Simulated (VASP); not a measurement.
A VASP calculation is set up with these files.

### KPOINTS
```
Automatic mesh
0
Gamma
5 5 4
0 0 0
```

**INCAR**
```
ALGO = Normal
EDIFF = 1E-6
ENCUT = 400
GGA = PE
ISIF = 2
ISMEAR = 0
LASPH = T
LCHARG = F
LMAXMIX = 4
LREAL = F
LWAVE = F
NELM = 100
PREC = Accurate
SIGMA = 0.05
SYSTEM = Te
```

File POSCAR:
```
Te
1
    2.1995410000    -3.7812050000     0.0000000000
    2.1995410000     3.7812050000     0.0000000000
    0.0000000000     0.0000000000     5.9697110000
Te
3
Direct
  0.0000000000   0.2630000000   0.6666670000
  0.7370000000   0.7370000000   0.0000000000
  0.2767230000   0.0137230000   0.3333330000
```

POTCAR, in this order: Te (PBE.64 set). Program: vasp_std.

Write an equivalent input for Quantum ESPRESSO's pw.x.

One equivalent input (not run):
```
&CONTROL
  calculation = 'scf'
  pseudo_dir = './pseudo'
  outdir = './out'
  tprnfor = .true.
  tstress = .true.
/
&SYSTEM
  ibrav = 0
  nat = 3
  ntyp = 1
  ecutwfc = 82.3
  occupations = 'smearing'
  smearing = 'gaussian'
  degauss = 0.003675
  input_dft = 'pbe'
/
&ELECTRONS
  conv_thr = 7.3e-08
  electron_maxstep = 100
/
ATOMIC_SPECIES
  Te 127.600 Te.upf
CELL_PARAMETERS angstrom
     2.1995410   -3.7812050    0.0000000
     2.1995410    3.7812050    0.0000000
     0.0000000    0.0000000    5.9697110
ATOMIC_POSITIONS crystal
  Te   0.0000000  0.2630000  0.6666670
  Te   0.7370000  0.7370000  0.0000000
  Te   0.2767230  0.0137230  0.3333330
K_POINTS automatic
  5 5 4 0 0 0
```
What does not carry over: the potentials are each code's own (VASP's PAW set, PseudoDojo norm-conserving files in pw.x), so ENCUT and ecutwfc are chosen apart and not converted; conv_thr bounds pw.x's estimated SCF error, while EDIFF bounds the energy change between steps.

The compound is Te in the trig structure. The cell was not relaxed at this level, atoms are displaced from their ideal sites.
